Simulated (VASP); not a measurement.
Calculation: PBEsol GGA, VASP's PBE PAW potentials (set 64) (plane waves; VASP).

Input for VASP

### KPOINTS
```
kpoints
0
G
 25 25 25
0 0 0
```

INCAR:
```
ALGO=Normal
EDIFF=1E-7
ENCUT=520
GGA=PS
ISIF=2
ISMEAR=-5
LASPH=T
LCHARG=T
LORBIT=11
LREAL=F
LWAVE=F
NEDOS=601
NELM=100
PREC=Accurate
SYSTEM=B
```

### POSCAR
```
B
1
   -1.1484799667     1.1484799667     1.1484799667
    1.1484799667    -1.1484799667     1.1484799667
    1.1484799667     1.1484799667    -1.1484799667
B
1
Direct
  0.0000000000   0.0000000000   0.0000000000
```

POTCAR, in this order: B (PBE.64 set). Program: vasp_std.

Output of the run:

**OSZICAR**
```
       N       E                     dE             d eps       ncg     rms          rms(c)
DAV:   1    -0.205141659055E+01   -0.20514E+01   -0.15180E+03  4835   0.476E+02
DAV:   2    -0.538320436174E+01   -0.33318E+01   -0.32197E+01  5720   0.594E+01
DAV:   3    -0.539864255778E+01   -0.15438E-01   -0.15474E-01  5565   0.410E+00
DAV:   4    -0.539864495415E+01   -0.23964E-05   -0.24375E-05  6920   0.411E-02
DAV:   5    -0.539864495457E+01   -0.41547E-09   -0.50497E-10  5540   0.131E-04    0.157E+00
DAV:   6    -0.539555545759E+01    0.30895E-02   -0.23378E-04  5650   0.205E-01    0.932E-01
DAV:   7    -0.539387714414E+01    0.16783E-02   -0.58878E-04  4900   0.327E-01    0.230E-02
DAV:   8    -0.539387718362E+01   -0.39484E-07   -0.10044E-06  5890   0.105E-02    0.475E-03
DAV:   9    -0.539387667415E+01    0.50947E-06   -0.25171E-08  4805   0.218E-03    0.461E-04
DAV:  10    -0.539387670844E+01   -0.34295E-07   -0.59968E-10  3285   0.275E-04
   1 F= -.53938767E+01 E0= -.53938767E+01  d E =0.000000E+00
```

### OUTCAR
```
------------------------ aborting loop because EDIFF is reached ----------------------------------------
  FORCE on cell =-STRESS in cart. coord.  units (eV):
  Direction    XX          YY          ZZ          XY          YZ          ZX
  --------------------------------------------------------------------------------------
  Total        0.0058862      0.0058862      0.0058862     -0.0000000      0.0000000      0.0000000
  in kB        1.5563848      1.5563848      1.5563848     -0.0000000      0.0000000      0.0000000
  external PRESSURE =       1.5563848 kB  Pullay stress =       0.0000000 kB
  volume of cell :        6.06
      direct lattice vectors                 reciprocal lattice vectors
    -1.148479967  1.148479967  1.148479967     0.000000000  0.435358051  0.435358051
     1.148479967 -1.148479967  1.148479967     0.435358051  0.000000000  0.435358051
     1.148479967  1.148479967 -1.148479967     0.435358051  0.435358051  0.000000000
 POSITION                                       TOTAL-FORCE (eV/Angst)
 -----------------------------------------------------------------------------------
      0.00000      0.00000      0.00000         0.000000     -0.000000     -0.000000
 -----------------------------------------------------------------------------------
    total drift:                               -0.000000     -0.000000      0.000000
  FREE ENERGIE OF THE ION-ELECTRON SYSTEM (eV)
  ---------------------------------------------------
  free  energy   TOTEN  =        -5.3938767084 eV

  energy  without entropy=       -5.3938767084  energy(sigma->0) =       -5.39387671

 total charge

# of ion       s       p       d       tot
------------------------------------------
    1        0.670   1.071   0.000   1.741
```
(Selected blocks of OUTCAR.)

For a metal the tetrahedron method with Blöchl corrections gives inexact stress and forces.

The structure was generated: B was put into the bcc type (Im-3m), which need not be its known phase. It was relaxed first.
